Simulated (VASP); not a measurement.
Level of theory: PBE GGA with D4 dispersion, VASP's PBE PAW potentials (set 64) (plane waves; VASP).

VASP input:

POSCAR:
```
AlCo
1
    2.8617160000     0.0000000000     0.0000000000
    0.0000000000     2.8617160000     0.0000000000
    0.0000000000     0.0000000000    24.0100000000
Al Co
4 4
Direct
  0.5000000000   0.5000000000   0.2915450000
  0.5000000000   0.5000000000   0.4106620000
  0.5000000000   0.5000000000   0.5297790000
  0.5000000000   0.5000000000   0.6488960000
  0.0000000000   0.0000000000   0.3511040000
  0.0000000000   0.0000000000   0.4702210000
  0.0000000000   0.0000000000   0.5893380000
  0.0000000000   0.0000000000   0.7084550000
```

**INCAR**
```
! general
SYSTEM   =  AlCo
PREC     =  Accurate
ENCUT    =  300
LREAL    =  .FALSE.
LASPH    =  .TRUE.

! electronic loop
EDIFF    =  1E-6
NELM     =  100
ALGO     =  Normal
LMAXMIX  =  4

! smearing
ISMEAR   =  1
SIGMA    =  0.272

! functional
GGA      =  PE
IVDW     =  13

! ions
ISIF     =  2

! output
LWAVE    =  .FALSE.
LCHARG   =  .FALSE.
```

### KPOINTS
```
Automatic mesh
0
Gamma
15 15 1
0 0 0
```

POTCAR, in this order: Al Co (PBE.64 set). Program: vasp_std.

Question: What will the output report for the number of irreducible k-points (NKPTS), largest plane-wave count, number of space-group operations, FFT grid (NGX, NGY, NGZ)?

Answer: 
```json
{
 "number of irreducible k-points (NKPTS)": "36",
 "largest_plane_wave_count": "2370",
 "number_of_space_group_operations": "8",
 "FFT grid (NGX, NGY, NGZ)": "16 × 16 × 140"
}
```

The cell is a sheet with vacuum, built from a generated structure. The run is not spin-polarised, so no magnetic state was tried. VASP warned that the highest band is occupied, so more bands are needed.
